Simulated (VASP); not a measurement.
```
CaO
1.0
    0.00000     2.45310     2.45310
    2.45310     0.00000     2.45310
    2.45310     2.45310     0.00000
Ca O
1 1
Direct
  0.00000   0.00000   0.00000
  0.50000   0.50000   0.50000
```

The base run (VASP): PBE GGA, plane waves, VASP's PBE PAW potentials (set 64). Numerical set-up: 520 eV cut-off, 8×8×8 Γ-centred mesh, Gaussian smearing of 0.050 eV, potentials Ca_sv O.

One setting is varied; ΔE counts from the base run. The base run took about 6 core-seconds. The timings are rough (shared machines, no repeats); factors under 2 mean little.

Pressures at a finite cut-off, here 520 eV, hold a Pulay part, which wasn't tested here.

```csv
setting,cost over the base run,electronic steps,ΔE (meV/atom),pressure (GPa)
base run,reference,13,0.0,-3.99
SYMPREC = 1E-3,within a factor of 2,13,0.0,-3.99
ISYM = 1,within a factor of 2,13,0.0,-3.99
ISYM = 0,about 8 times,13,0.0,-3.99
ISYM = -1,[?],13,0.0,-3.99
```

Question: Fill in the missing entries.

Answer: 
- ISYM = -1, cost over the base run: about 10 times

Left out are runs that failed, have no time on record or changed the cell.

The compound is CaO in the rock salt structure. The cell was not relaxed at this level.
